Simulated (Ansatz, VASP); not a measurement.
# TaN: VASP beside Ansatz, part 2 of 3

Aim: how closely do two programs agree when they are given the same cell, functional and k mesh? The cell is taken from a series of runs on this material, whose earlier steps may have relaxed, scaled, displaced or heated it; both programs get it as it stands.

VASP 6.6.1 and Ansatz 0.2.0.

So far: Set-up; Ansatz: zone-centre phonons, PBEsol.

**3. VASP: zone-centre phonons, PBEsol**

Level of this step: PBEsol; plane waves and PAW (N, Ta_pv) (VASP).

The same cell, functional, mesh and smearing now go to VASP, with its own data sets.

Lines of VASP's logs that name or quote its potential files are left out, and so is its time.

INCAR reads:

```
SYSTEM = TaN
PREC = Accurate
ENCUT = 600
EDIFF = 1E-08
NELM = 120
ISMEAR = 1
SIGMA = 0.2
LREAL = .FALSE.
ALGO = Normal
GGA = PS
NBANDS = 30
LASPH = .TRUE.
LORBIT = 11
LWAVE = .FALSE.
LCHARG = .FALSE.
ISIF = 2
IBRION = 8
GGA_COMPAT = .FALSE.
KPAR = 2
```

POSCAR reads:

```
TaN
1.0
    5.1897024537      0.0000000000      0.0000000000
   -2.5948512269      4.4944141630      0.0000000000
    0.0000000000      0.0000000000      2.8670611843
N Ta
3 3
Direct
    0.3929941227      0.9999999625      0.0000000000
    0.6070059354      0.6070059354      0.0000000000
    0.9999999625      0.3929941227      0.0000000000
    0.3333333197      0.6666665948      0.5000000000
    0.6666665948      0.3333333197      0.5000000000
    0.0000000648      0.0000000648      0.0000000000
```

KPOINTS reads:

```
Automatic mesh
0
Gamma
9 9 12
0 0 0
```

PAW data sets: N and Ta_pv (PBE family, release 64).

The run is started by

```
mpirun -np 2 vasp_std
```

Log:

```text
[banner, memory and clock lines left out]
running    2 mpi-ranks, on    1 nodes
 distrk:  each k-point on    1 cores,    2 groups
 distr:  one band on    1 cores,    1 groups

 POSCAR found type information on POSCAR N Ta
 POSCAR found :  2 types and       6 ions
|                                                                             |
|               ----> ADVICE to this user running VASP <----                  |
|                                                                             |
|     You enforced a specific xc type in the INCAR file but a different       |
|     [... a line on the potential file left out ...]
|     I HOPE YOU KNOW WHAT YOU ARE DOING!                                     |
|                                                                             |

 LDA part: xc-table for (Slater+PW92), standard interpolation
 POSCAR, INCAR and KPOINTS ok, starting setup
 FFT: planning ... GRIDC
 FFT: planning ... GRID_SOFT
 FFT: planning ... GRID
 WAVECAR not read
 entering main loop
       N       E                     dE             d eps       ncg     rms          rms(c)
DAV:   1     0.478560166069E+03    0.47856E+03   -0.28692E+04  5040   0.187E+03
DAV:   2    -0.476923507057E+02   -0.52625E+03   -0.50661E+03  5776   0.516E+02
DAV:   3    -0.798629664495E+02   -0.32171E+02   -0.31627E+02  6130   0.122E+02
DAV:   4    -0.805446508231E+02   -0.68168E+00   -0.67646E+00  6240   0.172E+01
DAV:   5    -0.805619548248E+02   -0.17304E-01   -0.17290E-01  6254   0.216E+00    0.453E+01
DAV:   6    -0.717518798074E+02    0.88101E+01   -0.51390E+01  6540   0.404E+01    0.197E+01
DAV:   7    -0.715225048665E+02    0.22937E+00   -0.21429E+00  6060   0.883E+00    0.107E+01
DAV:   8    -0.714533389964E+02    0.69166E-01   -0.32588E-01  6108   0.379E+00    0.861E-01
DAV:   9    -0.714412321863E+02    0.12107E-01   -0.39006E-02  6364   0.143E+00    0.371E-01
DAV:  10    -0.714408487349E+02    0.38345E-03   -0.15313E-02  6402   0.642E-01    0.175E-01
DAV:  11    -0.714404513084E+02    0.39743E-03   -0.43334E-03  6448   0.372E-01    0.474E-02
DAV:  12    -0.714404149116E+02    0.36397E-04   -0.25399E-04  6328   0.965E-02    0.148E-02
DAV:  13    -0.714404144375E+02    0.47403E-06   -0.16567E-05  7092   0.241E-02    0.512E-03
DAV:  14    -0.714404142983E+02    0.13925E-06   -0.10192E-06  6508   0.669E-03    0.146E-03
DAV:  15    -0.714404142174E+02    0.80868E-07   -0.93910E-08  5958   0.224E-03    0.250E-04
DAV:  16    -0.714404142114E+02    0.59936E-08   -0.41705E-09  3990   0.540E-04
   1 F= -.71440414E+02 E0= -.71441404E+02  d E =0.296790E-02
 Linear response reoptimize wavefunctions to high precision
DAV:   1    -0.714404142069E+02    0.44929E-08   -0.10447E-09  3990   0.263E-04
DAV:   2    -0.714404142070E+02   -0.29104E-10   -0.21465E-10  3960   0.125E-04
 Linear response DOF=           7
 Linear response progress:
  Degree of freedom:   1/  7
       N       E                     dE             d eps       ncg     rms          rms(c)
RMM:   1    -0.253458708942E+00   -0.25346E+00    0.11807E-01 22383   0.240E+00
RMM:   2    -0.244692689890E+00    0.87660E-02   -0.12759E-02 17802   0.471E-01    0.374E-01
RMM:   3    -0.245666047589E+00   -0.97336E-03   -0.38703E-03 18038   0.213E-01    0.222E-01
RMM:   4    -0.246786259247E+00   -0.11202E-02   -0.67476E-04 17768   0.112E-01    0.652E-02
RMM:   5    -0.247085825200E+00   -0.29957E-03   -0.10514E-04 19658   0.419E-02    0.250E-02
RMM:   6    -0.247082424775E+00    0.34004E-05   -0.13614E-05 19678   0.160E-02    0.492E-03
RMM:   7    -0.247052431617E+00    0.29993E-04   -0.19051E-06 18010   0.595E-03    0.103E-03
RMM:   8    -0.247050161149E+00    0.22705E-05   -0.40703E-07 20805   0.206E-03    0.519E-04
RMM:   9    -0.247051601918E+00   -0.14408E-05   -0.56118E-07 20255   0.716E-04    0.180E-04
RMM:  10    -0.247051089900E+00    0.51202E-06   -0.35204E-08 20094   0.350E-04    0.817E-05
RMM:  11    -0.247051297006E+00   -0.20711E-06   -0.16460E-07 21273   0.209E-04    0.221E-05
RMM:  12    -0.247051347727E+00   -0.50721E-07   -0.11100E-08 21749   0.151E-04    0.535E-06
RMM:  13    -0.247051342268E+00    0.54593E-08   -0.56936E-08 22694   0.133E-04    0.239E-06
 first order change of Fermi-energy   0.29581E-01
 force on displaced ion       1 direction 1 : -20.614   0.000   0.000
 Linear response progress:
  Degree of freedom:   2/  7
       N       E                     dE             d eps       ncg     rms          rms(c)
RMM:   1    -0.251784875069E+00   -0.25178E+00    0.14776E-01 36722   0.241E+00
RMM:   2    -0.244015422602E+00    0.77695E-02   -0.15002E-02 29008   0.495E-01    0.408E-01
RMM:   3    -0.244866113182E+00   -0.85069E-03   -0.36557E-03 30610   0.233E-01    0.254E-01
RMM:   4    -0.245864082503E+00   -0.99797E-03   -0.71823E-04 28434   0.119E-01    0.846E-02
[...]
RMM:  10    -0.231639225351E+00    0.36878E-07   -0.50198E-09 33559   0.226E-04    0.318E-05
RMM:  11    -0.231639242433E+00   -0.17081E-07   -0.43178E-09 32643   0.158E-04    0.110E-05
RMM:  12    -0.231639276307E+00   -0.33875E-07    0.12903E-08 35541   0.131E-04    0.390E-06
RMM:  13    -0.231639270579E+00    0.57282E-08   -0.26527E-09 36406   0.123E-04    0.209E-06
 first order change of Fermi-energy  -0.12229E-03
 force on displaced ion       1 direction 3 :   0.001   0.000 -17.864
 Linear response progress:
  Degree of freedom:   4/  7
[...]
N       E                     dE             d eps       ncg     rms          rms(c)
RMM:   1    -0.141660100217E+00   -0.14166E+00    0.10518E+01 10767   0.198E+01
RMM:   2    -0.167749269348E+00   -0.26089E-01   -0.39025E-02 16982   0.124E+00    0.136E-01
RMM:   3    -0.167096180089E+00    0.65309E-03   -0.71351E-03 18830   0.325E-01    0.734E-02
RMM:   4    -0.166461579733E+00    0.63460E-03   -0.93594E-04 21543   0.123E-01    0.267E-02
RMM:   5    -0.166258644786E+00    0.20293E-03   -0.11129E-04 21678   0.309E-02    0.739E-03
RMM:   6    -0.166200278440E+00    0.58366E-04   -0.39068E-05 21005   0.104E-02    0.135E-03
RMM:   7    -0.166199516969E+00    0.76147E-06   -0.14800E-05 21161   0.441E-03    0.492E-04
RMM:   8    -0.166199338344E+00    0.17863E-06   -0.15375E-05 21363   0.205E-03    0.220E-04
RMM:   9    -0.166200332620E+00   -0.99428E-06   -0.94766E-06 22211   0.114E-03    0.704E-05
RMM:  10    -0.166200644546E+00   -0.31193E-06   -0.59318E-06 20700   0.718E-04    0.338E-05
RMM:  11    -0.166200892782E+00   -0.24824E-06   -0.38982E-06 21704   0.508E-04    0.203E-05
RMM:  12    -0.166200959413E+00   -0.66631E-07   -0.26161E-06 23344   0.368E-04    0.107E-05
RMM:  13    -0.166200974967E+00   -0.15555E-07   -0.18333E-06 23628   0.297E-04    0.448E-06
RMM:  14    -0.166200991985E+00   -0.17018E-07   -0.13898E-06 22939   0.256E-04    0.297E-06
RMM:  15    -0.166201010774E+00   -0.18789E-07   -0.90783E-07 23808   0.229E-04    0.183E-06
RMM:  16    -0.166200978781E+00    0.31992E-07   -0.66341E-07 24176   0.210E-04    0.242E-06
RMM:  17    -0.166201002035E+00   -0.23254E-07   -0.44815E-07 23982   0.200E-04    0.139E-06
RMM:  18    -0.166200959416E+00    0.42619E-07   -0.27872E-07 24371   0.191E-04    0.360E-06
RMM:  19    -0.166200954629E+00    0.47871E-08   -0.20074E-07 24707   0.184E-04    0.477E-06
RMM:  20    -0.166200953133E+00    0.14954E-08   -0.16246E-07 23626   0.180E-04    0.521E-06
RMM:  21    -0.166200965454E+00   -0.12321E-07   -0.11840E-07 25161   0.178E-04    0.410E-06
RMM:  22    -0.166200962617E+00    0.28373E-08   -0.87280E-08 24180   0.176E-04    0.438E-06
 first order change of Fermi-energy   0.20569E-03
 force on displaced ion       4 direction 3 :   0.000   0.000 -23.582
 Linear response progress:
  Degree of freedom:   6/  7
       N       E                     dE             d eps       ncg     rms          rms(c)
RMM:   1    -0.179464856945E+00   -0.17946E+00    0.10772E+01 10827   0.187E+01
RMM:   2    -0.211153073299E+00   -0.31688E-01   -0.51687E-02 16637   0.126E+00    0.286E-01
RMM:   3    -0.210822371807E+00    0.33070E-03   -0.90055E-03 18915   0.303E-01    0.170E-01
RMM:   4    -0.210362301487E+00    0.46007E-03   -0.87656E-04 19731   0.129E-01    0.623E-02
RMM:   5    -0.210226593961E+00    0.13571E-03   -0.18362E-04 20881   0.431E-02    0.246E-02
RMM:   6    -0.210162119681E+00    0.64474E-04   -0.87410E-05 20790   0.184E-02    0.458E-03
RMM:   7    -0.210154834712E+00    0.72850E-05   -0.35410E-05 20646   0.103E-02    0.212E-03
RMM:   8    -0.210154443470E+00    0.39124E-06   -0.15881E-05 20261   0.524E-03    0.618E-04
RMM:   9    -0.210156232792E+00   -0.17893E-05   -0.79785E-06 20865   0.240E-03    0.556E-04
RMM:  10    -0.210157123067E+00   -0.89028E-06   -0.57638E-06 20813   0.160E-03    0.173E-04
RMM:  11    -0.210157803805E+00   -0.68074E-06   -0.23811E-06 21663   0.931E-04    0.214E-04
RMM:  12    -0.210157997320E+00   -0.19352E-06   -0.21210E-06 20358   0.760E-04    0.252E-05
RMM:  13    -0.210158010642E+00   -0.13322E-07   -0.95079E-07 21524   0.450E-04    0.265E-05
RMM:  14    -0.210158271564E+00   -0.26092E-06   -0.67422E-07 22048   0.352E-04    0.232E-05
RMM:  15    -0.210158213402E+00    0.58162E-07   -0.11077E-07 22416   0.299E-04    0.828E-06
RMM:  16    -0.210158331214E+00   -0.11781E-06   -0.15881E-07 23009   0.263E-04    0.421E-06
RMM:  17    -0.210158329059E+00    0.21552E-08    0.10134E-07 24843   0.234E-04    0.226E-06
RMM:  18    -0.210158350078E+00   -0.21018E-07   -0.29106E-08 24687   0.220E-04    0.156E-06
RMM:  19    -0.210158357143E+00   -0.70652E-08    0.73921E-08 24904   0.211E-04    0.119E-06
 first order change of Fermi-energy  -0.36519E-03
 force on displaced ion       6 direction 1 : -27.857   0.000   0.000
 Linear response progress:
  Degree of freedom:   7/  7
       N       E                     dE             d eps       ncg     rms          rms(c)
RMM:   1    -0.126263240435E+00   -0.12626E+00    0.13137E+01  8080   0.168E+01
RMM:   2    -0.151796592282E+00   -0.25533E-01   -0.33944E-02 11039   0.100E+00    0.146E-01
RMM:   3    -0.150386771153E+00    0.14098E-02   -0.48202E-03 12612   0.257E-01    0.721E-02
RMM:   4    -0.149378936903E+00    0.10078E-02   -0.79318E-04 13838   0.113E-01    0.336E-02
RMM:   5    -0.148980662554E+00    0.39827E-03   -0.94588E-05 14567   0.323E-02    0.249E-03
RMM:   6    -0.148993787253E+00   -0.13125E-04   -0.34899E-05 14095   0.926E-03    0.138E-03
RMM:   7    -0.148999032719E+00   -0.52455E-05   -0.16577E-05 14826   0.325E-03    0.404E-04
RMM:   8    -0.149002625938E+00   -0.35932E-05   -0.90193E-06 14989   0.133E-03    0.779E-05
RMM:   9    -0.149003307063E+00   -0.68112E-06   -0.57405E-06 15019   0.725E-04    0.423E-05
RMM:  10    -0.149003638119E+00   -0.33106E-06   -0.33185E-06 15439   0.457E-04    0.241E-05
RMM:  11    -0.149004018699E+00   -0.38058E-06   -0.22012E-06 14765   0.331E-04    0.617E-06
RMM:  12    -0.149003953533E+00    0.65166E-07   -0.13439E-06 15087   0.248E-04    0.586E-06
RMM:  13    -0.149003968007E+00   -0.14474E-07   -0.84698E-07 15911   0.203E-04    0.677E-06
RMM:  14    -0.149003922370E+00    0.45636E-07   -0.56502E-07 15567   0.178E-04    0.129E-05
RMM:  15    -0.149003975494E+00   -0.53123E-07   -0.38317E-07 15500   0.163E-04    0.857E-06
RMM:  16    -0.149004062562E+00   -0.87068E-07   -0.28305E-07 15857   0.156E-04    0.161E-06
RMM:  17    -0.149004086751E+00   -0.24189E-07   -0.20421E-07 16715   0.146E-04    0.137E-06
RMM:  18    -0.149004120484E+00   -0.33734E-07   -0.15873E-07 16530   0.142E-04    0.376E-06
RMM:  19    -0.149004115435E+00    0.50496E-08   -0.13621E-07 15671   0.139E-04    0.275E-06
RMM:  20    -0.149004095301E+00    0.20134E-07   -0.11821E-07 16129   0.138E-04    0.808E-07
RMM:  21    -0.149004089872E+00    0.54291E-08   -0.10737E-07 15641   0.136E-04    0.130E-07
RMM:  22    -0.149004089377E+00    0.49526E-09   -0.92576E-08 15151   0.135E-04    0.161E-07
 first order change of Fermi-energy   0.51440E-03
 force on displaced ion       6 direction 3 :   0.000  -0.000 -11.729
 Linear response finished
```

[end of part 2 of 3]

[Lines on the potential files, build, host, timing and source positions are cut from VASP's logs without a mark.]

[Logs are printed without paths, hosts, clocks, repeated set-up lines and the standing remarks that a program may print on its own settings, such as how far it seeks lower states.]

[Hosts, paths, dates, database ids (printed as entryN), source tags and the programs' standing remarks are cut or masked in the printed files.]
